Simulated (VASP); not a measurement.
The system is Al3Si2F.

```
Al Si F
1.0
     3.17221    0.00000    0.00000
     0.00000    3.17221    0.00000
     0.00000    0.00000    9.15599
Al Si F
3 2 1
Direct
  0.00000 0.00000 0.67469
  0.00000 0.00000 0.32747
  0.50000 0.50000 0.82498
  0.00000 0.00000 0.99994
  0.50000 0.50000 0.50158
  0.50000 0.50000 0.17134
```

The cell was built by a generator and needn't be a form met in nature.

```yaml
Program: VASP 6.6.1
Task: relaxation of cell and atoms
Functional: PBE
Potentials_or_basis: VASP PAW PBE potentials, release 64 (Al, Si, F)
Cutoff: 520 eV
k_mesh: 4 × 4 × 2
Occupations: gaussian, width 0.15 eV
Spin: no spin polarisation
```

At the start: pressure 0.3 GPa; volume 15.36 Å³/atom.

How do energy, volume and symmetry change on relaxing?

Over 15 steps the energy falls by 140.9 meV/atom and the volume is 16.01 Å³/atom (+4.3 %); space group P4mm (No. 99, to 0.05 Å).

Step by step:
| step | energy change (eV) | largest force (eV/Å) | pressure (GPa) | volume (Å³) |
| --- | --- | --- | --- | --- |
| 1 | 0.0000 | 1.5715 | 0.27 | 92.14 |
| 2 | -0.2410 | 1.0468 | -0.48 | 92.48 |
| 3 | -0.4567 | 1.1179 | -0.62 | 93.07 |
| 4 | -0.4637 | 1.1492 | -0.49 | 93.18 |
| 5 | -0.5987 | 0.8631 | 0.14 | 92.45 |
| 6 | -0.6988 | 0.8233 | 1.52 | 91.41 |
| 7 | -0.7821 | 0.2508 | -1.18 | 94.63 |
| 8 | -0.7986 | 0.2852 | -0.89 | 94.59 |
| 9 | -0.8197 | 0.3077 | 0.58 | 93.36 |
| 10 | -0.8207 | 0.3180 | 0.73 | 93.09 |
| 11 | -0.8380 | 0.1223 | 0.63 | 94.19 |
| 12 | -0.8420 | 0.1146 | 0.36 | 95.31 |
| 13 | -0.8427 | 0.1090 | -0.78 | 96.67 |
| 14 | -0.8433 | 0.1084 | -0.50 | 96.02 |
| 15 | -0.8454 | 0.0737 | -0.24 | 96.08 |

Final structure:
```
Al Si F
1.0
     3.25696    0.00000    0.00000
     0.00000    3.25696    0.00000
     0.00000    0.00000    9.05761
Al Si F
3 2 1
Cartesian
  3.2570 0.0000 5.9761
  3.2570 0.0000 2.4633
  1.6285 1.6285 7.6431
  3.2570 0.0000 8.8540
  1.6285 1.6285 4.7618
  1.6285 1.6285 2.0034
```

Caveat: the k mesh is coarse (spacing up to 0.50 Å⁻¹), so the values aren't converged.
